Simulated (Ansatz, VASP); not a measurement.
# Cross-check of AlNi3 (AlNi3 (Pm-3m)) between VASP and Ansatz, part 2 of 2

One calculation is typed for both programs; each brings its own data sets. How far apart do they land? The cell is taken from a series of runs on this material, whose earlier steps may have relaxed, scaled, displaced or heated it; both programs get it as it stands.

VASP 6.6.1 and Ansatz 0.2.0.

So far: Set-up; Ansatz: relaxation of cell and atoms, r2SCAN.

### Step 3. VASP: relaxation of cell and atoms, r2SCAN

Level of this step: r2SCAN, spin-polarised from a ferromagnetic start; plane waves and PAW (Al, Ni) (VASP).

The same cell, functional, mesh and smearing now go to VASP, with its own data sets.

Lines of VASP's logs that name or quote its potential files are left out, and so is its time.

INCAR reads:

```
SYSTEM = AlNi3
PREC = Accurate
ENCUT = 660
EDIFF = 1E-07
NELM = 200
ISMEAR = -1
SIGMA = 0.05
LREAL = .FALSE.
ALGO = Normal
METAGGA = R2SCAN
LASPH = .TRUE.
NBANDS = 25
ISPIN = 2
MAGMOM = -0.03 0.36 0.36 0.36
LMAXMIX = 4
LORBIT = 11
LWAVE = .FALSE.
LCHARG = .FALSE.
ISIF = 3
IBRION = 2
NSW = 80
EDIFFG = -0.005
GGA_COMPAT = .FALSE.
NELMIN = 4
LMIXTAU = .TRUE.
KPAR = 2
```

POSCAR reads:

```
AlNi3
1.0
    3.5230550000      0.0000000000      0.0000000000
    0.0000000000      3.5230550000      0.0000000000
    0.0000000000      0.0000000000      3.5230550000
Al Ni
1 3
Direct
    0.0000000000      0.0000000000      0.0000000000
    0.0000000000      0.4999998581      0.4999998581
    0.4999998581      0.0000000000      0.4999998581
    0.4999998581      0.4999998581      0.0000000000
```

KPOINTS reads:

```
Automatic mesh
0
Gamma
11 11 11
0 0 0
```

The projector-augmented-wave data sets are Al and Ni (PBE family, release 64).

The run is started by

```bash
mpirun -np 2 vasp_std
```

Numbers of over 12 decimals in the logs are rounded to 6 here.

Output:

```text
[banner, memory and clock lines left out]
running    2 mpi-ranks, on    1 nodes
 distrk:  each k-point on    1 cores,    2 groups
 distr:  one band on    1 cores,    1 groups

 POSCAR found type information on POSCAR AlNi
 POSCAR found :  2 types and       4 ions
|                                                                             |
|               ----> ADVICE to this user running VASP <----                  |
|                                                                             |
|     You enforced a specific xc type in the INCAR file but a different       |
|     [... a line on the potential file left out ...]
|     I HOPE YOU KNOW WHAT YOU ARE DOING!                                     |
|                                                                             |

 LDA part: xc-table for (None), standard interpolation
 POSCAR, INCAR and KPOINTS ok, starting setup
 FFT: planning ... GRIDC
 FFT: planning ... GRID_SOFT
 FFT: planning ... GRID
 WAVECAR not read
 entering main loop
       N       E                     dE             d eps       ncg     rms          rms(c)
DAV:   1     0.193873053311E+03    0.19387E+03   -0.17302E+04  5656   0.211E+03
DAV:   2    -0.395714229997E+02   -0.23344E+03   -0.21876E+03  5601   0.357E+02
DAV:   3    -0.522461364723E+02   -0.12675E+02   -0.11977E+02  6346   0.111E+02
DAV:   4    -0.524438728644E+02   -0.19774E+00   -0.19747E+00  6693   0.125E+01
DAV:   5    -0.524513856825E+02   -0.75128E-02   -0.75123E-02  7353   0.218E+00    0.204E+01
DAV:   6    -0.500571346295E+02    0.23943E+01   -0.49785E+01  6323   0.130E+02    0.228E+01
DAV:   7    -0.442955224073E+02    0.57616E+01   -0.13917E+01  6580   0.657E+01    0.274E+00
DAV:   8    -0.443301434652E+02   -0.34621E-01   -0.48642E-01  6734   0.793E+00    0.254E+00
DAV:   9    -0.442984994305E+02    0.31644E-01   -0.18454E-01  6314   0.700E+00    0.734E-01
DAV:  10    -0.443138517794E+02   -0.15352E-01   -0.18959E-02  6882   0.153E+00    0.403E-01
DAV:  11    -0.443142308160E+02   -0.37904E-03   -0.44974E-03  6463   0.118E+00    0.274E-01
DAV:  12    -0.443146129090E+02   -0.38209E-03   -0.55543E-04  7032   0.320E-01    0.758E-02
DAV:  13    -0.443146424717E+02   -0.29563E-04   -0.70328E-05  6108   0.106E-01    0.472E-02
DAV:  14    -0.443146447848E+02   -0.23131E-05   -0.12756E-05  7496   0.430E-02    0.252E-02
DAV:  15    -0.443146442502E+02    0.53464E-06   -0.51616E-06  6365   0.262E-02    0.108E-02
DAV:  16    -0.443146461320E+02   -0.18818E-05   -0.13483E-06  6281   0.150E-02    0.458E-03
DAV:  17    -0.443146458127E+02    0.31929E-06   -0.15591E-07  3965   0.533E-03    0.357E-03
DAV:  18    -0.443146453795E+02    0.43324E-06   -0.77175E-08  2963   0.403E-03    0.955E-04
DAV:  19    -0.443146454969E+02   -0.11743E-06   -0.13544E-08  2896   0.107E-03    0.644E-04
DAV:  20    -0.443146454896E+02    0.73665E-08   -0.29100E-09  2880   0.572E-04
   1 F= -.44314645E+02 E0= -.44305332E+02  d E =-.443146E+02  mag=     0.8673
 curvature:   0.00 expect dE= 0.000E+00 dE for cont linesearch  0.000E+00
 trial: gam= 0.00000 g(F)=  0.000E+00 g(S)=  0.683E-03 ort = 0.000E+00 (trialstep = 0.100E+01)
 search vector abs. value=  0.683E-03
 bond charge predicted
       N       E                     dE             d eps       ncg     rms          rms(c)
DAV:   1    -0.443315425324E+02   -0.16897E-01   -0.13063E-01  5723   0.576E+00    0.117E+00
DAV:   2    -0.443308597034E+02    0.68283E-03   -0.13692E-01  6514   0.678E+00    0.104E+00
DAV:   3    -0.443149792241E+02    0.15880E-01   -0.39063E-02  6524   0.374E+00    0.161E-01
DAV:   4    -0.443146597965E+02    0.31943E-03   -0.76087E-04  5894   0.227E-01    0.877E-02
DAV:   5    -0.443146404106E+02    0.19386E-04   -0.34656E-05  7425   0.577E-02    0.230E-02
DAV:   6    -0.443146447133E+02   -0.43027E-05   -0.81998E-06  6838   0.403E-02    0.938E-03
DAV:   7    -0.443146506820E+02   -0.59688E-05   -0.36701E-06  5712   0.224E-02    0.492E-03
DAV:   8    -0.443146527593E+02   -0.20773E-05   -0.39148E-07  6268   0.796E-03    0.137E-03
DAV:   9    -0.443146530715E+02   -0.31222E-06   -0.48066E-08  2896   0.262E-03    0.433E-04
DAV:  10    -0.443146530652E+02    0.63096E-08   -0.20942E-08  2870   0.172E-03
   2 F= -.44314653E+02 E0= -.44305303E+02  d E =-.757566E-05  mag=     0.8690
 trial-energy change:   -0.000008  1 .order   -0.000005   -0.000683    0.000673
 step:   0.5065(harm=  0.5037)  dis= 0.00000  next Energy=   -44.314819 (dE=-0.173E-03)
 bond charge predicted
       N       E                     dE             d eps       ncg     rms          rms(c)
DAV:   1    -0.443189011794E+02   -0.42481E-02   -0.31722E-02  5724   0.283E+00    0.574E-01
DAV:   2    -0.443186392691E+02    0.26191E-03   -0.31919E-02  6516   0.333E+00    0.508E-01
DAV:   3    -0.443149058133E+02    0.37335E-02   -0.93426E-03  6544   0.182E+00    0.785E-02
DAV:   4    -0.443148300733E+02    0.75740E-04   -0.16526E-04  5870   0.106E-01    0.427E-02
DAV:   5    -0.443148245412E+02    0.55321E-05   -0.76580E-06  7553   0.297E-02    0.114E-02
DAV:   6    -0.443148226137E+02    0.19275E-05   -0.19533E-06  7177   0.197E-02    0.467E-03
DAV:   7    -0.443148208381E+02    0.17756E-05   -0.10192E-06  5699   0.125E-02    0.222E-03
DAV:   8    -0.443148201482E+02    0.68988E-06   -0.68368E-08  3184   0.396E-03    0.569E-04
DAV:   9    -0.443148200838E+02    0.64491E-07   -0.18991E-08  2860   0.127E-03
   3 F= -.44314820E+02 E0= -.44305488E+02  d E =-.174594E-03  mag=     0.8681
 curvature:  -0.25 expect dE=-0.521E-07 dE for cont linesearch -0.521E-07
 trial: gam=-0.01710 g(F)=  0.141E-48 g(S)=  0.207E-06 ort = 0.119E-04 (trialstep = 0.901E+00)
 search vector abs. value=  0.163E-09
 reached required accuracy - stopping structural energy minimisation
```

From OUTCAR (step 3):

```text
ion  position               nearest neighbor table
   1  0.000  0.000  0.000-   2 2.49   3 2.49   4 2.49   2 2.49   3 2.49   2 2.49   4 2.49   3 2.49
                             4 2.49   2 2.49   3 2.49   4 2.49
   2  0.000  0.500  0.500-   1 2.49   3 2.49   4 2.49   4 2.49   1 2.49   3 2.49   1 2.49   3 2.49
                             4 2.49   4 2.49   1 2.49   3 2.49
   3  0.500  0.000  0.500-   1 2.49   2 2.49   4 2.49   4 2.49   1 2.49   2 2.49   1 2.49   2 2.49
                             4 2.49   4 2.49   2 2.49   1 2.49
   4  0.500  0.500  0.000-   1 2.49   2 2.49   3 2.49   3 2.49   1 2.49   2 2.49   1 2.49   2 2.49
                             3 2.49   3 2.49   1 2.49   2 2.49

  LATTYP: Found a simple cubic cell.
 ALAT       =     3.5230550000

 Subroutine GETGRP returns: Found 48 space group operations
 (whereof 48 operations were pure point group operations)

The static configuration has the point symmetry O_h .

 Found     56 irreducible k-points:

   k-points           NKPTS =     56   k-points in BZ     NKDIM =     56   number of bands    NBANDS=     25

   dimension x,y,z NGX =    30 NGY =   30 NGZ =   30
   dimension x,y,z NGXF=    60 NGYF=   60 NGZF=   60

   ENCUT  =  660.0 eV  48.51 Ry    6.96 a.u.   7.38  7.38  7.38*2*pi/ulx,y,z

   NELECT =      33.0000    total number of electrons

 k-points in reciprocal lattice and weights: Automatic mesh
   0.00000000  0.00000000  0.00000000       0.001
   0.09090909  0.00000000  0.00000000       0.005
   0.18181818  0.00000000  0.00000000       0.005
   0.27272727  0.00000000  0.00000000       0.005
   0.36363636  0.00000000  0.00000000       0.005
   0.45454545  0.00000000  0.00000000       0.005
   0.09090909  0.09090909  0.00000000       0.009
   0.18181818  0.09090909  0.00000000       0.018
   0.27272727  0.09090909  0.00000000       0.018
[...]
0.45454545  0.45454545  0.36363636       0.018
   0.45454545  0.45454545  0.45454545       0.006

 average (electrostatic) potential at core
       1 -72.6656       2 -86.6420       3 -86.6420       4 -86.6420

 E-fermi :   9.7912

 spin component 1
 k-point     1 :       0.0000    0.0000    0.0000
  band No.  band energies     occupation
    ...
     12       8.9389      1.00000
     13       9.2745      0.99997
     14       9.3925      0.99966
     15       9.3925      0.99966
     16       9.3925      0.99966
     17      10.6692      0.00000
     18      10.6692      0.00000
     19      10.6692      0.00000
     20      16.5979      0.00000
     21      16.5979      0.00000
    ...

 k-point     2 :       0.0909    0.0000    0.0000
  band No.  band energies     occupation
    ...
     12       8.9401      1.00000
     13       9.1748      1.00000
     14       9.1748      1.00000
     15       9.2365      0.99998
     16       9.3926      0.99966
     17      10.2150      0.00021
     18      11.0224      0.00000
     19      11.0224      0.00000
     20      16.5861      0.00000
     21      16.9720      0.00000
    ...

 k-point     3 :       0.1818    0.0000    0.0000
  band No.  band energies     occupation
    ...
     13       8.8270      1.00000
     14       8.9382      1.00000
     15       9.1285      1.00000
     16       9.3599      0.99982
     17       9.3928      0.99965
     18      11.7733      0.00000
     19      11.7733      0.00000
     20      16.5516      0.00000
     21      17.3390      0.00000
     22      19.3844      0.00000
    ...

 k-point     4 :       0.2727    0.0000    0.0000
  band No.  band energies     occupation
    ...
     13       8.5452      1.00000
     14       8.8013      1.00000
     15       8.8728      1.00000
     16       9.0158      1.00000
     17       9.3932      0.99965
     18      12.7081      0.00000
     19      12.7081      0.00000
     20      16.4993      0.00000
     21      17.5980      0.00000
     22      19.2092      0.00000
    ...

 k-point     5 :       0.3636    0.0000    0.0000
  band No.  band energies     occupation
    ...
     13       8.3529      1.00000
     14       8.5165      1.00000
     15       8.6701      1.00000
     16       8.9987      1.00000
     17       9.3935      0.99965
     18      13.7778      0.00000
     19      13.7778      0.00000
     20      16.4423      0.00000
     21      17.6878      0.00000
     22      17.6878      0.00000
    ...

 k-point     6 :       0.4545    0.0000    0.0000
  band No.  band energies     occupation
    ...
     13       8.2536      1.00000
     14       8.3502      1.00000
     15       8.4903      1.00000
     16       9.0002      1.00000
     17       9.3937      0.99965
     18      14.9676      0.00000
     19      14.9676      0.00000
     20      16.2721      0.00000
     21      16.2721      0.00000
     22      16.4036      0.00000
    ...

  Total        0.0023901      0.0023901      0.0023901     -0.0000000     -0.0000000     -0.0000000
  in kB        0.0873533      0.0873533      0.0873533     -0.0000000     -0.0000000     -0.0000000
  external PRESSURE =       0.0873533 kB  Pullay stress =       0.0000000 kB

  energy-cutoff  :      660.00
  volume of cell :       43.84
      direct lattice vectors                 reciprocal lattice vectors
     3.526011224 -0.000000000  0.000000000     0.283606584  0.000000000 -0.000000000
    -0.000000000  3.526011224  0.000000000     0.000000000  0.283606584  0.000000000
     0.000000000 -0.000000000  3.526011224    -0.000000000 -0.000000000  0.283606584

 POSITION                                       TOTAL-FORCE (eV/Angst)
 -----------------------------------------------------------------------------------
      0.00000      0.00000      0.00000         0.000000      0.000000      0.000000
     -0.00000      1.76301      1.76301        -0.000000     -0.000000      0.000000
      1.76301     -0.00000      1.76301         0.000000     -0.000000      0.000000
      1.76301      1.76301      0.00000        -0.000000      0.000000      0.000000
 -----------------------------------------------------------------------------------
    total drift:                                0.000061      0.000061      0.000061

  FREE ENERGIE OF THE ION-ELECTRON SYSTEM (eV)
  ---------------------------------------------------
  free  energy   TOTEN  =       -44.3148200838 eV

  energy  without entropy=      -44.2961554549  energy(sigma->0) =      -44.30548777

 reached required accuracy - stopping structural energy minimisation

 total charge
# of ion       s       p       d       tot
------------------------------------------
    1        0.412   0.415   0.000   0.827
    2        0.520   0.570   8.392   9.482
    3        0.520   0.570   8.392   9.482
    4        0.520   0.570   8.392   9.482
--------------------------------------------------
tot          1.972   2.126  25.175  29.273

 magnetization (x)
# of ion       s       p       d       tot
------------------------------------------
    1       -0.002  -0.015   0.000  -0.017
    2       -0.007  -0.026   0.357   0.325
    3       -0.007  -0.026   0.357   0.325
    4       -0.007  -0.026   0.357   0.325
--------------------------------------------------
tot         -0.024  -0.091   1.072   0.957

[... 6 further parts left out ...]
```

CONTCAR:

```
AlNi3
   1.00000000000000
     3.5260112243573869   -0.0000000000000000    0.0000000000000000
    -0.0000000000000000    3.5260112243573869    0.0000000000000000
     0.0000000000000000   -0.0000000000000000    3.5260112243573869
  Al              Ni
     1     3
Direct
     0.0000000000000000    0.0000000000000000    0.0000000000000000
     0.0000000000000000    0.4999998580999971    0.4999998580999971
     0.4999998580999971    0.0000000000000000    0.4999998580999971
     0.4999998580999971    0.4999998580999971    0.0000000000000000
```

SCAN-type functionals tend to overstate the moments of itinerant magnets. The run keeps the 48 symmetry operations of its start, so it cannot find a distortion of lower symmetry.

### Step 4. Differences

Known differences besides the potentials themselves: VASP starts from the moments at which Ansatz ended; VASP keeps PBE cores, Ansatz makes them for the functional; the data sets hold 57 valence electrons in Ansatz (on its PAW soft_1 files) and 33 in VASP; the cutoff is 500 eV in Ansatz and 660 eV in VASP; Ansatz adds a Pulay correction to the stress that steers its cell, VASP none; site moments are counted in spheres of each program's own size. Total energies have different zeros and are not compared.

The two programs side by side:

```tsv
quantity	Ansatz	VASP	difference
volume (Å³)	43.88	43.84	+0.09 %
edge a after relaxation, in the typed setting (Å)	3.527	3.526	+0.03 %
total moment (μB)	0.89	0.87	+0.02
moment on Ni2 (μB)	0.36	0.33	+0.03
moment on Ni3 (μB)	0.36	0.33	+0.03
moment on Ni4 (μB)	0.36	0.33	+0.03
```

### Step 5. Summary of results

- difference in volume (relaxation of cell and atoms, r2SCAN): 0.094 %

In words: The difference in volume is 0.094 % (relaxation of cell and atoms, r2SCAN), within the 1.2 % picked in this series as the mark of a large difference, as far as the stopping tolerances let one tell. The data sets hold unlike numbers of valence electrons (57 in Ansatz and 33 in VASP), so part of the differences comes from the potentials. How closely two codes agree says nothing of how well the functional describes the real material.

[Lines on the potential files, build, host, timing and source positions are cut from VASP's logs without a mark.]

[Logs are printed without paths, hosts, clocks, repeated set-up lines and the standing remarks that a program may print on its own settings, such as how far it seeks lower states.]

[Hosts, paths, dates, database ids (printed as entryN), source tags and the programs' standing remarks are cut or masked in the printed files.]
